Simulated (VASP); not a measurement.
Data:

```
MgO
1.0
    0.00000     2.10500     2.10500
    2.10500     0.00000     2.10500
    2.10500     2.10500     0.00000
Mg O
1 1
Cartesian
  0.00000   0.00000   0.00000
  2.10500   2.10500   2.10500
```

Method: PBE GGA, VASP's PBE PAW potentials (set 64) (plane waves; VASP). Run with 520 eV cut-off, 8×8×8 Γ-centred mesh, Gaussian smearing of 0.050 eV, potentials Mg O.

Problem. Estimate the energy per atom (σ→0), pressure, band gap (on the k-mesh) with the smallest direct gap where there is one.

Solution. 
| Item | Value |
|---|---|
| band gap (on the k-mesh) | 4.74 eV |
| smallest direct gap (on the k-mesh) | 4.74 eV |
| energy per atom (σ→0) | -5.952 eV/atom |
| pressure | 41.8 kbar |

The compound is MgO in the rock salt structure. The cell was not relaxed at this level.
